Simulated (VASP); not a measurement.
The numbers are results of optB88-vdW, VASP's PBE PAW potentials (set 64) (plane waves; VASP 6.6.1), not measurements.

A VASP calculation is set up with these files.

File KPOINTS:
```
Automatic mesh
0
Gamma
10 10 10
0 0 0
```

### INCAR
```
! general
SYSTEM    =  LiH
PREC      =  Accurate
ENCUT     =  520
LREAL     =  .FALSE.
LASPH     =  .TRUE.

! electronic loop
EDIFF     =  1E-6
NELM      =  100
ALGO      =  Normal

! smearing
ISMEAR    =  0
SIGMA     =  0.05

! functional
GGA       =  BO
LUSE_VDW  =  .TRUE.
AGGAC     =  0.0
PARAM1    =  0.1833333333
PARAM2    =  0.22

! ions
ISIF      =  2

! output
LWAVE     =  .FALSE.
LCHARG    =  .FALSE.
```

### POSCAR
```
LiH
1
    0.0000000000     2.0808000000     2.0808000000
    2.0808000000     0.0000000000     2.0808000000
    2.0808000000     2.0808000000     0.0000000000
Li H
1 1
Direct
  0.0000000000   0.0000000000   0.0000000000
  0.5000000000   0.5000000000   0.5000000000
```

POTCAR, in this order: Li_sv H (PBE.64 set). Program: vasp_std.

Output of the run:

OSZICAR:
```
       N       E                     dE             d eps       ncg     rms          rms(c)
DAV:   1     0.818068114960E-01    0.81807E-01   -0.14385E+03   576   0.593E+02
DAV:   2    -0.553571656572E+01   -0.56175E+01   -0.53412E+01   798   0.717E+01
DAV:   3    -0.567901994411E+01   -0.14330E+00   -0.14330E+00   714   0.106E+01
DAV:   4    -0.568028688861E+01   -0.12669E-02   -0.12669E-02   762   0.969E-01
DAV:   5    -0.568029550519E+01   -0.86166E-05   -0.86166E-05   702   0.573E-02    0.317E+00
DAV:   6    -0.545066454076E+01    0.22963E+00   -0.23686E-01   612   0.217E+00    0.154E+00
DAV:   7    -0.538596873846E+01    0.64696E-01   -0.28018E-01   708   0.262E+00    0.253E-01
DAV:   8    -0.538958909511E+01   -0.36204E-02   -0.10029E-02   660   0.854E-01    0.579E-02
DAV:   9    -0.538954334152E+01    0.45754E-04   -0.45256E-04   810   0.128E-01    0.145E-02
DAV:  10    -0.538954436951E+01   -0.10280E-05   -0.22194E-05   684   0.460E-02    0.692E-03
DAV:  11    -0.538954475350E+01   -0.38399E-06   -0.26773E-06   684   0.131E-02
   1 F= -.53895448E+01 E0= -.53895448E+01  d E =-.306936E-23
```

### OUTCAR
```
------------------------ aborting loop because EDIFF is reached ----------------------------------------
  FORCE on cell =-STRESS in cart. coord.  units (eV):
  Direction    XX          YY          ZZ          XY          YZ          ZX
  --------------------------------------------------------------------------------------
  Total       -0.3983834     -0.3983834     -0.3983834      0.0000000      0.0000000      0.0000000
  in kB      -35.4234451    -35.4234451    -35.4234451      0.0000000      0.0000000      0.0000000
  external PRESSURE =     -35.4234451 kB  Pullay stress =       0.0000000 kB
  volume of cell :       18.02
      direct lattice vectors                 reciprocal lattice vectors
     0.000000000  2.080800000  2.080800000    -0.240292195  0.240292195  0.240292195
     2.080800000  0.000000000  2.080800000     0.240292195 -0.240292195  0.240292195
     2.080800000  2.080800000  0.000000000     0.240292195  0.240292195 -0.240292195
  FREE ENERGIE OF THE ION-ELECTRON SYSTEM (eV)
  ---------------------------------------------------
  free  energy   TOTEN  =        -5.3895447535 eV

  energy  without entropy=       -5.3895447535  energy(sigma->0) =       -5.38954475
```
(Selected blocks of OUTCAR.)

The compound is LiH in the rock salt structure. The cell was not relaxed at this level. The run is one of a series of settings (AGGAC = 0.0, GGA = BO, LUSE_VDW = .TRUE., PARAM1 = 0.1833333333, PARAM2 = 0.22 against the base run), some of them coarse on purpose.
